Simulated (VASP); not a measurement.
Data:

```yaml
crystal:
  lattice:
    - [5.32440, 2.66220, 2.66220]
    - [2.66220, 5.32440, 2.66220]
    - [2.66220, 2.66220, 5.32440]
  atoms:
    - { symbol: Mn, position: [0.00000, 0.00000, 0.00000], spin: 5.0 }
    - { symbol: Mn, position: [0.50000, 0.50000, 0.50000], spin: -5.0 }
    - { symbol: S, position: [0.25000, 0.25000, 0.25000] }
    - { symbol: S, position: [0.75000, 0.75000, 0.75000] }
```

Calculation: PBE GGA, VASP's PBE PAW potentials (set 64) (plane waves; VASP). Numerical set-up: 400 eV cut-off, 5×5×5 Γ-centred mesh, Gaussian smearing of 0.050 eV, potentials Mn_pv S.

Q: What does the run give for the cell moment, energy per atom (σ→0), pressure?

A: 
| Item | Result |
|---|---|
| cell moment | 0.00 μB |
| energy per atom (σ→0) | -7.060 eV/atom |
| pressure | -73.8 kbar |

Q: Give the moment on each site (PAW-sphere projection).

A: 
```json
[
 {"site": "Mn1", "moment (μB)": "4.27"},
 {"site": "Mn2", "moment (μB)": "-4.27"},
 {"site": "S3", "moment (μB)": "0.00"},
 {"site": "S4", "moment (μB)": "0.00"}
]
```

The absolute energy has meaning only against runs of the same code, potentials and settings.

The compound is MnS in the rock salt, AFM-II order structure. The cell was not relaxed at this level.
